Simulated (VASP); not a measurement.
Input of a VASP 6.6.1 run:

Contents of INCAR:

```
SYSTEM = Mg2C
PREC = Accurate ; ENCUT = 520
EDIFF = 1E-8 ; ISMEAR = 0
SIGMA = 0.01 ; LREAL = .FALSE.
LASPH = .TRUE. ; NELM = 100
ALGO = Normal ; ISIF = 2
LWAVE = .FALSE. ; LCHARG = .FALSE.
GGA = PE ; LEPSILON = .TRUE.
```

File KPOINTS:

```
regular mesh
0
G
  6 6 6
  0 0 0
```

POSCAR

```
Mg2C
1.0
    0.0000000000      2.7109426128      2.7109426128
    2.7109426128      0.0000000000      2.7109426128
    2.7109426128      2.7109426128      0.0000000000
C Mg
1 2
Direct
    0.0000000000      0.0000000000      0.0000000000
    0.2500000000      0.2500000000      0.2500000000
    0.7500000000      0.7500000000      0.7500000000
```

Potentials or basis: VASP PAW PBE potentials, release 64 (C, Mg).

Command:

```bash
$ cat potpaw_PBE.64/C/POTCAR potpaw_PBE.64/Mg/POTCAR > POTCAR
$ mpirun -np 1 vasp_std > vasp.out
```

Problem. Estimate the electronic dielectric tensor (diagonal).

Solution. 10.18.

Problem. What does it give for the Born charges (mean of the diagonal)?

Solution. C -3.22; Mg +1.61 e.

Problem. What does it give for the band gap on the k mesh?

Solution. 0.73 eV, indirect (least direct gap 1.49 eV).

Born effective charge tensors (e):
atom 1, C
```
-3.22  0.00  0.00
 0.00 -3.22  0.00
 0.00  0.00 -3.22
```
atom 2, Mg
```
1.61 0.00 0.00
0.00 1.61 0.00
0.00 0.00 1.61
```
atom 3, Mg
```
1.61 0.00 0.00
0.00 1.61 0.00
0.00 0.00 1.61
```

A k mesh can miss the band edges.
